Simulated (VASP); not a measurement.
Consider the following.

```
CELL_PARAMETERS angstrom
     -1.56686     1.56686     1.56686
      1.56686    -1.56686     1.56686
      1.56686     1.56686    -1.56686
ATOMIC_POSITIONS crystal
  Nb 0.00000 0.00000 0.00000
```

Calculation: PBEsol GGA, VASP's PBE PAW potentials (set 64) (plane waves; VASP 6.6.1). Settings: 500 eV cut-off, 16×16×16 Γ-centred mesh, first-order Methfessel-Paxton smearing of 0.10 eV, potentials Nb_sv.

Energy and stress use the plane-wave basis of the starting cell.

Task: The ions, cell shape and volume at an external pressure of 45.0 GPa are relaxed. Predict the relaxed structure.

Result: 
```
CELL_PARAMETERS angstrom
     -1.54175     1.54175     1.54175
      1.54175    -1.54175     1.54175
      1.54175     1.54175    -1.54175
ATOMIC_POSITIONS crystal
  Nb 0.00000 0.00000 0.00000
```
Space group Im-3m (229), at a tolerance of 0.03 Å.

Task: How do energy and volume change from the first to the last step?

Result: The energy (σ→0) changes by +169.0 meV/atom and the volume by -4.7 %, in 4 ionic steps.

| step | E(σ→0) (eV) | max force (eV/Å) | pressure (GPa) | volume (Å³) |
|---|---|---|---|---|
| 1 | -10.7762 | 0.000 | 29.93 | 15.39 |
| 2 | -9.5251 | 0.000 | 116.53 | 12.38 |
| 3 | -10.6142 | 0.000 | 44.37 | 14.68 |
| 4 | -10.6072 | 0.000 | 44.91 | 14.66 |

The compound is Nb in the bcc structure. This run relaxes it under an external pressure of 45 GPa. Symmetry was kept, so distortions that lower it aren't found.
